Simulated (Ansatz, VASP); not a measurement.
# KI in two plane-wave programs

One calculation is typed for both programs; each brings its own data sets. How far apart do they land? The cell is taken from a series of runs on this material, whose earlier steps may have relaxed, scaled, displaced or heated it; both programs get it as it stands.

Main program and level: Ansatz 0.2.0; plane waves, with VASP 6.6.1 beside it; relaxation of cell and atoms at PBE.

## 1. Starting point

It takes space group Fm-3m (No. 225, cubic). Conventional cell: a = 7.176 Å, b = 7.176 Å, c = 7.176 Å, α = 90.00°, β = 90.00°, γ = 90.00°. Nearest to K lie 6 I at 3.59 Å. I has 6 K at 3.59 Å nearest. Farther neighbours and most contacts between anions are not listed.

## 2. VASP: relaxation of cell and atoms, PBE

The relaxed volume is the usual yardstick between codes: in a stiff, nearly cubic crystal its relative difference is about their pressure difference at one cell divided by the bulk modulus.

Lines of VASP's logs that name or quote its potential files are left out, and so is its time.

The input, INCAR:

```
SYSTEM = KI
PREC = Accurate
ENCUT = 500
EDIFF = 1E-07
NELM = 120
ISMEAR = 0
SIGMA = 0.01
LREAL = .FALSE.
ALGO = Normal
GGA = PE
NBANDS = 14
LORBIT = 11
LWAVE = .FALSE.
LCHARG = .FALSE.
ISIF = 3
IBRION = 2
NSW = 80
EDIFFG = -0.005
LASPH = .TRUE.
GGA_COMPAT = .FALSE.
NELMIN = 4
EFERMI = MIDGAP
```

The input, POSCAR:

```
KI
1.0
    0.0000000000      3.5881820000      3.5881820000
    3.5881820000      0.0000000000      3.5881820000
    3.5881820000      3.5881820000      0.0000000000
K I
1 1
Direct
    0.0000000000      0.0000000000      0.0000000000
    0.5000000000      0.5000000000      0.5000000000
```

The input, KPOINTS:

```
Automatic mesh
0
Gamma
8 8 8
0 0 0
```

PAW data sets: K_sv and I (PBE family, release 64).

Launch:

```sh
$ mpirun -np 1 vasp_std
```

Numbers of over 12 decimals in the logs are rounded to 6 here.

The log of the run:

```text
[banner, memory and clock lines left out]
running    1 mpi-ranks, on    1 nodes
 distrk:  each k-point on    1 cores,    1 groups
 distr:  one band on    1 cores,    1 groups

 POSCAR found type information on POSCAR K I
 POSCAR found :  2 types and       2 ions
 LDA part: xc-table for (Slater+PW92), standard interpolation
 POSCAR, INCAR and KPOINTS ok, starting setup
 FFT: planning ... GRIDC
 FFT: planning ... GRID_SOFT
 FFT: planning ... GRID
 WAVECAR not read
 entering main loop
       N       E                     dE             d eps       ncg     rms          rms(c)
DAV:   1     0.880525764654E+02    0.88053E+02   -0.63040E+03   812   0.935E+02
DAV:   2     0.879479655853E-01   -0.87965E+02   -0.81996E+02  1006   0.217E+02
DAV:   3    -0.538112287692E+01   -0.54691E+01   -0.54436E+01  1178   0.483E+01
DAV:   4    -0.565224269409E+01   -0.27112E+00   -0.27095E+00  1314   0.930E+00
DAV:   5    -0.565439920418E+01   -0.21565E-02   -0.21565E-02  1126   0.730E-01    0.280E+00
DAV:   6    -0.556393859846E+01    0.90461E-01   -0.11396E-01   992   0.190E+00    0.203E+00
DAV:   7    -0.555826643615E+01    0.56722E-02   -0.12541E-01  1070   0.177E+00    0.791E-01
DAV:   8    -0.556426839198E+01   -0.60020E-02   -0.13394E-02   904   0.748E-01    0.114E-01
DAV:   9    -0.556481540977E+01   -0.54702E-03   -0.11381E-03  1106   0.195E-01    0.781E-02
DAV:  10    -0.556495145693E+01   -0.13605E-03   -0.13848E-04   950   0.673E-02    0.206E-02
DAV:  11    -0.556499875241E+01   -0.47295E-04   -0.57826E-05   854   0.466E-02    0.146E-02
DAV:  12    -0.556499951070E+01   -0.75830E-06   -0.34246E-06  1082   0.142E-02    0.107E-02
DAV:  13    -0.556499976457E+01   -0.25386E-06   -0.48024E-07   854   0.396E-03    0.403E-03
DAV:  14    -0.556499996777E+01   -0.20320E-06   -0.36042E-07   914   0.310E-03    0.154E-03
DAV:  15    -0.556499991045E+01    0.57322E-07   -0.14423E-08   616   0.919E-04
   1 F= -.55649999E+01 E0= -.55649999E+01  d E =-.556500E+01
 curvature:   0.00 expect dE= 0.000E+00 dE for cont linesearch  0.000E+00
 trial: gam= 0.00000 g(F)=  0.207E-60 g(S)=  0.498E-04 ort = 0.000E+00 (trialstep = 0.100E+01)
 search vector abs. value=  0.498E-04
 bond charge predicted
       N       E                     dE             d eps       ncg     rms          rms(c)
DAV:   1    -0.556537783322E+01   -0.37787E-03   -0.72295E-03   812   0.697E-01    0.118E-01
DAV:   2    -0.556511869968E+01    0.25913E-03   -0.59251E-04  1104   0.194E-01    0.479E-02
DAV:   3    -0.556504138720E+01    0.77312E-04   -0.22553E-04  1406   0.102E-01    0.374E-02
DAV:   4    -0.556504105322E+01    0.33397E-06   -0.55206E-06  1316   0.155E-02    0.157E-02
DAV:   5    -0.556503916672E+01    0.18865E-05   -0.85489E-06  1516   0.142E-02    0.293E-03
DAV:   6    -0.556503906208E+01    0.10464E-06   -0.61844E-08   674   0.223E-03    0.196E-03
DAV:   7    -0.556503895532E+01    0.10676E-06   -0.43938E-08   436   0.151E-03    0.470E-04
DAV:   8    -0.556503888048E+01    0.74840E-07   -0.12350E-08   418   0.861E-04
   2 F= -.55650389E+01 E0= -.55650389E+01  d E =-.389700E-04
 trial-energy change:   -0.000039  1 .order   -0.000039   -0.000050   -0.000028
 step:   2.2559(harm=  2.2559)  dis= 0.00000  next Energy=    -5.565056 (dE=-0.562E-04)
 bond charge predicted
       N       E                     dE             d eps       ncg     rms          rms(c)
DAV:   1    -0.556559082471E+01   -0.55187E-03   -0.11391E-02   812   0.874E-01    0.149E-01
DAV:   2    -0.556518089450E+01    0.40993E-03   -0.93625E-04  1104   0.244E-01    0.603E-02
DAV:   3    -0.556505872043E+01    0.12217E-03   -0.35471E-04  1400   0.128E-01    0.470E-02
DAV:   4    -0.556505893269E+01   -0.21226E-06   -0.87017E-06  1316   0.194E-02    0.197E-02
DAV:   5    -0.556505664814E+01    0.22845E-05   -0.13512E-05  1522   0.179E-02    0.368E-03
DAV:   6    -0.556505650799E+01    0.14015E-06   -0.10055E-07   720   0.281E-03    0.246E-03
DAV:   7    -0.556505636645E+01    0.14154E-06   -0.67880E-08   594   0.186E-03    0.552E-04
DAV:   8    -0.556505627637E+01    0.90081E-07   -0.19878E-08   406   0.113E-03
   3 F= -.55650563E+01 E0= -.55650563E+01  d E =-.563659E-04
 curvature:  -1.13 expect dE=-0.530E-09 dE for cont linesearch -0.530E-09
 trial: gam= 0.00000 g(F)=  0.509E-60 g(S)=  0.470E-09 ort =-0.153E-06 (trialstep = 0.125E+01)
 search vector abs. value=  0.570E-09
 reached required accuracy - stopping structural energy minimisation
```

OUTCAR, selected parts (step 2):

```text
ion  position               nearest neighbor table
   1  0.000  0.000  0.000-   2 3.59   2 3.59   2 3.59   2 3.59   2 3.59   2 3.59
   2  0.500  0.500  0.500-   1 3.59   1 3.59   1 3.59   1 3.59   1 3.59   1 3.59

  LATTYP: Found a face centered cubic cell.
 ALAT       =     7.1763640000

 Subroutine GETGRP returns: Found 48 space group operations
 (whereof 48 operations were pure point group operations)

The static configuration has the point symmetry O_h .

 Found     29 irreducible k-points:

   k-points           NKPTS =     29   k-points in BZ     NKDIM =     29   number of bands    NBANDS=     14

   dimension x,y,z NGX =    40 NGY =   40 NGZ =   40
   dimension x,y,z NGXF=    80 NGYF=   80 NGZF=   80

   ENCUT  =  500.0 eV  36.75 Ry    6.06 a.u.   9.25  9.25  9.25*2*pi/ulx,y,z

   NELECT =      16.0000    total number of electrons

 k-points in reciprocal lattice and weights: Automatic mesh
   0.00000000  0.00000000  0.00000000       0.002
   0.12500000  0.00000000  0.00000000       0.016
   0.25000000  0.00000000  0.00000000       0.016
   0.37500000  0.00000000  0.00000000       0.016
   0.50000000  0.00000000  0.00000000       0.008
   0.12500000  0.12500000  0.00000000       0.012
   0.25000000  0.12500000  0.00000000       0.047
   0.37500000  0.12500000  0.00000000       0.047
   0.50000000  0.12500000  0.00000000       0.047
[...]
-0.37500000  0.50000000  0.12500000       0.023
  -0.25000000  0.50000000  0.25000000       0.012

 average (electrostatic) potential at core
       1 -36.5582       2 -94.3851

 E-fermi :   1.2538

 k-point     1 :       0.0000    0.0000    0.0000
  band No.  band energies     occupation
    ...
      4     -12.7472      2.00000
      5     -11.0997      2.00000
      6      -0.6702      2.00000
      7      -0.6702      2.00000
      8      -0.6702      2.00000
      9       3.1778      0.00000
     10       5.8420      0.00000
     11       5.8420      0.00000
     12       5.8420      0.00000
     13       6.5257      0.00000
    ...

 k-point     2 :       0.1250    0.0000    0.0000
  band No.  band energies     occupation
    ...
      4     -12.7475      2.00000
      5     -11.0668      2.00000
      6      -0.9038      2.00000
      7      -0.7170      2.00000
      8      -0.7170      2.00000
      9       3.5400      0.00000
     10       5.7644      0.00000
     11       6.0021      0.00000
     12       6.0021      0.00000
     13       6.6889      0.00000
    ...

 k-point     3 :       0.2500    0.0000    0.0000
  band No.  band energies     occupation
    ...
      4     -12.7483      2.00000
      5     -10.9889      2.00000
      6      -1.3637      2.00000
      7      -0.8247      2.00000
      8      -0.8247      2.00000
      9       4.2554      0.00000
     10       5.8529      0.00000
     11       6.4196      0.00000
     12       6.4196      0.00000
     13       7.1663      0.00000
    ...

  Total       -0.0000806     -0.0000806     -0.0000806      0.0000000     -0.0000000      0.0000000
  in kB       -0.0013912     -0.0013912     -0.0013912      0.0000000     -0.0000000      0.0000000
  external PRESSURE =      -0.0013912 kB  Pullay stress =       0.0000000 kB

  energy-cutoff  :      500.00
  volume of cell :       92.79
      direct lattice vectors                 reciprocal lattice vectors
    -0.000000000  3.593306073  3.593306073    -0.139147623  0.139147623  0.139147623
     3.593306073 -0.000000000  3.593306073     0.139147623 -0.139147623  0.139147623
     3.593306073  3.593306073  0.000000000     0.139147623  0.139147623 -0.139147623

 POSITION                                       TOTAL-FORCE (eV/Angst)
 -----------------------------------------------------------------------------------
      0.00000      0.00000      0.00000         0.000000     -0.000000     -0.000000
      3.59331      3.59331      3.59331        -0.000000      0.000000      0.000000
 -----------------------------------------------------------------------------------
    total drift:                                0.000000     -0.000000     -0.000000

  FREE ENERGIE OF THE ION-ELECTRON SYSTEM (eV)
  ---------------------------------------------------
  free  energy   TOTEN  =        -5.5650562764 eV

  energy  without entropy=       -5.5650562764  energy(sigma->0) =       -5.56505628

 reached required accuracy - stopping structural energy minimisation

 total charge
# of ion       s       p       d       tot
------------------------------------------
    1        1.956   5.575   0.020   7.551
    2        1.492   2.848   0.001   4.341
--------------------------------------------------
tot          3.448   8.423   0.021  11.892

[... 3 further parts left out ...]
```

CONTCAR:

```
KI
   1.00000000000000
    -0.0000000000000000    3.5933060732006110    3.5933060732006110
     3.5933060732006110   -0.0000000000000000    3.5933060732006110
     3.5933060732006110    3.5933060732006110    0.0000000000000000
  K               I
     1     1
Direct
     0.0000000000000000    0.0000000000000000    0.0000000000000000
     0.5000000000000000    0.5000000000000000    0.5000000000000000
```

## 3. Ansatz: relaxation of cell and atoms, PBE

Ansatz runs on its default PAW (the set named soft_2) files.

The same cell, functional and mesh now go to Ansatz, which takes its cutoff from its data sets.

The input, input.yaml:

```yaml
crystal:
  lattice:
    - [0.0, 3.5881815236, 3.5881815236]
    - [3.5881815236, 0.0, 3.5881815236]
    - [3.5881815236, 3.5881815236, 0.0]
  atoms:
    - { symbol: K, position: [0.0, 0.0, 0.0] }
    - { symbol: I, position: [0.5, 0.5, 0.5] }
kpoints:
  mp_grid: { grid: [8, 8, 8] }
hamiltonian:
  xc: pbe
scf:
  occupations: { method: fixed }
output:
  forces: true
  stress: true
  eigenvalues: true
relax:
  adjacent_minimum: "off"
  f_tol: 0.001
  max_steps: 60
  cell: { stress_tol: 0.01 }
```

Launch:

```sh
$ ansatz run input.yaml --threads 4 --pin off --max-ram 16384MiB --backend cpu --events-out ev --progress --plain --runs-dir out
```

The log of the run:

```text
Engine: ansatz 0.2.0, x86_64-unknown-linux-gnu
Pseudopotentials: kind: paw
Pseudopotential: K, paw, valence charge 9, recommended cutoff 420 eV (normal), K.paw.azcp
Pseudopotential: I, paw, valence charge 17, recommended cutoff 420 eV (normal), I.paw.azcp
Functional definition: PBE
  parameter kappa = 0.804
  parameter beta = 0.066725
  exchange = pbe_x(kappa = kappa, mu = beta*pi^2/3)
  correlation = pbe_c(beta = beta)
Crystal: 2 atoms, lattice volume = 92.396 Å³
Basis set: ecut = 420 eV, 1807 PW (Γ), exchange–correlation on 72×72×72 points (8 copies of the dense FFT grid, shifted against one another)
Bands: 17, of which v1, the nominal top of the filled ones, is band 13 counted from 1 (12 counted from 0)
Symmetry: 48 space group operations
Space group: Fm-3m (ITA 225), of the structure as read, at distance tolerance 4.5e-5 Å
k-points: 29 of 512
Non-local potential: K, projectors of the file, l = 0: 3, l = 1: 2, l = 2: 2
Non-local potential: I, projectors of the file, l = 0: 2, l = 1: 2, l = 2: 2, l = 3: 2
PAW form: soft (Blöchl's): semilocal exchange-correlation on the pseudo side does not see the compensation charge
PAW one-centre angular grid: K, 110 points (default); XC on 64 Gauss nodes
PAW one-centre angular grid: I, 590 points (default); XC on 64 Gauss nodes
Initial density: superposition of atomic densities (neutral atoms: chi_scale 0, normalization atom), corrected by the library's trained network
Initial wavefunctions: pseudopotential atomic-orbital guess
Functional: x = pbe(κ = 0.804, μ = 0.219515), c = pbe(β = 0.066725)
SCF iter   1: F=—  HF=-9053.698326 eV  |F-HF|=—  |Δ(HF+E_count)|=         —  Δρ=2.37e-4  dr2=2.78e-5  ethr=1.77e-3  ⟨swp⟩=5.4  Hψ=2279  notcnv=0  defer=55
preconditioner: auto → none  [insulator: Δε(μ)=3.852 eV  Ē_g=13.677 eV  n_scr=14 (ndim 8)  ℏωp=14.5 eV  f_vac=0.159  ε∞_Penn≈2.1]
SCF iter   2: F=—  HF=-9053.697718 eV  |F-HF|=—  |Δ(HF+E_count)|=   6.08e-4  Δρ=2.60e-4  dr2=1.09e-4  ethr=1.07e-7  ⟨swp⟩=3.8  Hψ=1589  notcnv=0  defer=56
SCF iter   3: F=—  HF=-9053.697683 eV  |F-HF|=—  |Δ(HF+E_count)|=   3.49e-5  Δρ=1.27e-4  dr2=2.14e-5  ethr=1.07e-7  ⟨swp⟩=2.0  Hψ=871  notcnv=0  defer=56
SCF iter   4: F=—  HF=-9053.697686 eV  |F-HF|=—  |Δ(HF+E_count)|=   2.86e-6  Δρ=2.46e-5  dr2=7.32e-7  ethr=8.21e-8  ⟨swp⟩=2.0  Hψ=872  notcnv=0  defer=58
iter 5 did not close the SCF: its close was put off for the readings that it lacked (scf_convergence_deferred on its scf_iter line)
SCF iter   5: F=-9053.697687 eV  HF=-9053.697687 eV  |F-HF|=2.20e-8  |Δ(HF+E_count)|=   9.11e-7  Δρ=4.14e-6  dr2=2.40e-8  ethr=2.81e-9  ⟨swp⟩=2.0  Hψ=871  notcnv=0  defer=58
SCF iter   6: F=-9053.697687 eV  HF=-9053.697687 eV  |F-HF|=3.06e-9  |Δ(HF+E_count)|=   7.40e-9  Δρ=1.25e-6  dr2=3.16e-9  ethr=9.22e-11  ⟨swp⟩=8.5  Hψ=3083  notcnv=0
SCF 1 converged in 6 iterations: F = -9053.697687 eV  dr2 = 3.16e-9
  greatest PAW one-centre occupation: 0.999 electrons in one spin orbital (limit 2), on the I atom at site 1 (counted from 0), in its partial waves of l = 2
relax step   1: F+E_penalty+E_count = -9053.69768672 eV  Δ(F+E_penalty+E_count) = +0.000e0 eV  max|allowed force component| = 4.372e-29 eV/Å  Δτ_max = 0.0000 Å  P = +0.026 GPa  Ω = 92.396 Å³  (6 SCF iters, dr2 threshold 1.00e-7 eV, accepted)
[...]
relax step   2: F+E_penalty+E_count = -9053.69769410 eV  Δ(F+E_penalty+E_count) = -7.373e-6 eV  max|allowed force component| = 1.906e-29 eV/Å  Δτ_max = 0.0000 Å  P = +0.017 GPa  Ω = 92.477 Å³  energy of the carried Pulay correction = -3.601e-6 eV  (4 SCF iters, dr2 threshold 1.74e-9 eV, accepted)
[...]
relax step   3: F+E_penalty+E_count = -9053.69769539 eV  Δ(F+E_penalty+E_count) = -1.294e-6 eV  max|allowed force component| = 6.995e-29 eV/Å  Δτ_max = 0.0000 Å  P = -0.000 GPa  Ω = 92.626 Å³  energy of the carried Pulay correction = -1.023e-5 eV  (5 SCF iters, dr2 threshold 7.29e-10 eV, accepted)
[...]
relax step   4: F+E_penalty+E_count = -9053.69770076 eV  Δ(F+E_penalty+E_count) = -5.364e-6 eV  max|allowed force component| = 8.165e-29 eV/Å  Δτ_max = 0.0000 Å  P = -0.000 GPa  Ω = 92.626 Å³  stress off target by 7.97e-6 GPa  SCF on the basis re-selected at this cell (its energy is not comparable with the rows above)  (6 SCF iters)
basis re-selected at this cell: Δ(F+E_penalty+E_count) = -5.364e-6 eV, ΔP = +0.000 GPa vs the last step (what re-selecting the basis moved, of the pressure what is left beyond the Pulay correction that the steps carried, after the strain that the cell walked since its last selection, with what the two solves' SCF thresholds leave and, on support functions, any second-order correction that the steps lacked; it is no m [...]
SCF converged after 6 iterations
Free energy (F): -9053.697701 eV
Harris-Foulkes:  -9053.697701 eV  (|F-HF|=0.00e0)
Internal energy: -9053.697701 eV  (E = F + TS)
E sigma→0 (E₀):  -9053.697701 eV
Fermi energy:    1.892185 eV
--- Per-component energies (eV) ---
  E_band       = -531.231711
  E_kinetic    = 442.607519
  E_local      = -2887.710451  (includes V_loc(G=0)·N_el)
  E_nonlocal   = -77.462766
  E_hartree    = 1365.940083
  E_xc         = -263.263737
  E_vxc        = -293.496986  (∫ρ·V_xc dr)
  E_paw        = -5599.002460  (= ΣΔE_a)
  E_vpaw       = -447.049184  (= ΣTr[D̂ρ^β])
  E_aug_tail   = -0.000010  (compensation charges beyond the density's cutoff)
  E_ewald      = -2034.805877
  E_smearing   = -0.000000  (= −TS)
  E_closure    = 0.000000  (closes the sum)
  Σ components = -9053.697701   (vs F -9053.697701, Δ=0.00e0)
--- Forces (eV/Å), atoms counted from 1 ---
  atom   1  K     -0.00000000     0.00000000     0.00000000
  atom   2  I      0.00000000    -0.00000000     0.00000000
  max |Σ_I F_I| component: 1.73e-28 eV/Å
--- Stress (GPa, compression-positive) ---
       -0.000008       0.000000      -0.000000
        0.000000      -0.000008      -0.000000
       -0.000000      -0.000000      -0.000008
  P = ⅓ Tr σ = -0.0000 GPa (-0.000 kbar)
--- Band table (eV; the first three rows and the last of 29) ---
  k-point 0: bands = [... 9 lower, -8.5396, 1.8922, 1.8922, 1.8922, 5.7478, 8.4132, 8.4132, 8.4132]
  k-point 1: bands = [... 9 lower, -8.5063, 1.6582, 1.8452, 1.8452, 6.1104, 8.3348, 8.5734, 8.5734]
  k-point 2: bands = [... 9 lower, -8.4277, 1.1974, 1.7369, 1.7369, 6.8259, 8.4231, 8.9912, 8.9912]
  k-point 28: bands = [... 9 lower, -8.3730, 1.2232, 1.2232, 1.3491, 8.3368, 8.3368, 8.4062, 9.8881]
--- Relaxed structure (3 steps of the walk, 3 accepted, 1 SCFs on fresh bases) ---
  F+E_penalty+E_count = -9053.69770076 eV   max|allowed force component| = 8.165e-29 eV/Å   (the final SCF, on the basis selected at the relaxed cell)
  cell:  # Å, volume = 92.6260 Å³
    - [0, 3.591156, 3.591156]
    - [3.591156, 0, 3.591156]
    - [3.591156, 3.591156, 0]
  atoms:
    - { symbol: K, position: [0, 0, 0] }
    - { symbol: I, position: [0.500000, 0.500000, 0.500000] }
```

Reading the cycles: dr2 is the Hartree energy of the density residual (eV), the measure of convergence; HF is the Harris–Foulkes estimate of the energy, which meets the free energy F at convergence.

## 4. Comparison

Known differences besides the potentials themselves: fixed occupations in Ansatz, narrow Gaussian smearing in VASP; the data sets hold 26 valence electrons in Ansatz (on its default PAW (the set named soft_2) files) and 16 in VASP; the cutoff is 420 eV in Ansatz and 500 eV in VASP; Ansatz adds a Pulay correction to the stress that steers its cell, VASP none. Total energies have different zeros and are not compared.

Compared:

```
                                         quantity  Ansatz   VASP  difference
                                      volume (Å³)   92.63  92.79     -0.18 %
edge a after relaxation, in the typed setting (Å)   5.079  5.082     -0.06 %
```

## 5. Summary of results

- difference in volume (relaxation of cell and atoms, PBE): -0.18 %

In words: The difference in volume is -0.18 % (relaxation of cell and atoms, PBE), within the 1.2 % picked in this series as the mark of a large difference, as far as the stopping tolerances let one tell. The data sets hold unlike numbers of valence electrons (26 in Ansatz and 16 in VASP), so part of the differences comes from the potentials. 1 further run of this series is not shown here. How closely two codes agree says nothing of how well the functional describes the real material.

[Lines on the potential files, build, host, timing and source positions are cut from VASP's logs without a mark.]

[Logs are printed without paths, hosts, clocks, repeated set-up lines and the standing remarks that a program may print on its own settings, such as how far it seeks lower states.]

[Hosts, paths, dates, database ids (printed as entryN), source tags and the programs' standing remarks are cut or masked in the printed files.]
